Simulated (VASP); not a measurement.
A run of VASP 6.6.1 is set up as follows.

INCAR

```
PREC = Accurate
ENCUT = 520
EDIFF = 1E-6
ISMEAR = 0
SIGMA = 0.05
LREAL = F
LASPH = T
NELM = 100
ALGO = Normal
ISIF = 2
LWAVE = F
LCHARG = T
ISPIN = 2
MAGMOM = 1 -0.5 0 0
LORBIT = 11
LMAXMIX = 4
LDAU = T
LDAUTYPE = 2
LDAUL = 2 -1
LDAUU = 2 0
LDAUJ = 0 0
LDAUPRINT = 1
LELF = T
LVHAR = T
NBANDS = 32
```

Contents of KPOINTS:

```
Automatic mesh
0
Gamma
  6 6 6
```

Contents of POSCAR:

```
RuS
1.0
    0.0000000000      2.5467554600      2.5467554600
    2.5467554600      0.0000000000      2.5467554600
    5.0935109200      5.0935109200      0.0000000000
Ru S
2 2
Direct
    0.5000000000      0.5000000000      0.2500000000
    0.5000000000      0.5000000000      0.7500000000
    0.0000000000      0.0000000000      0.0000000000
    0.0000000000      0.0000000000      0.5000000000
```

Potentials or basis: VASP PAW LDA potentials, release 64 (Ru_pv, S).

The run is started by

```console
$ cat potpaw_LDA.64/Ru_pv/POTCAR potpaw_LDA.64/S/POTCAR > POTCAR
$ mpirun -np 1 vasp_std > vasp.out
```

Question: What does it give for the band gap on the k mesh?

Answer: None (metal or under the smearing width).

Question: Predict the site moments.

Answer: Ru +0.25; S +0.02 μB.

Question: What does it give for the net moment?

Answer: 0.56 μB per cell.

Question: Predict the pressure.

Answer: -21.9 GPa.

Eigenvalues of the final occupation matrices:
```
    site  spin  trace               eigenvalues
site 1 d     1   3.20  0.36 0.36 0.82 0.83 0.83
site 1 d     2   2.96  0.36 0.36 0.74 0.74 0.76
site 2 d     1   3.20  0.36 0.36 0.82 0.83 0.83
site 2 d     2   2.96  0.36 0.36 0.74 0.74 0.76
```

The state reached can hang on the start; a lower one may exist.
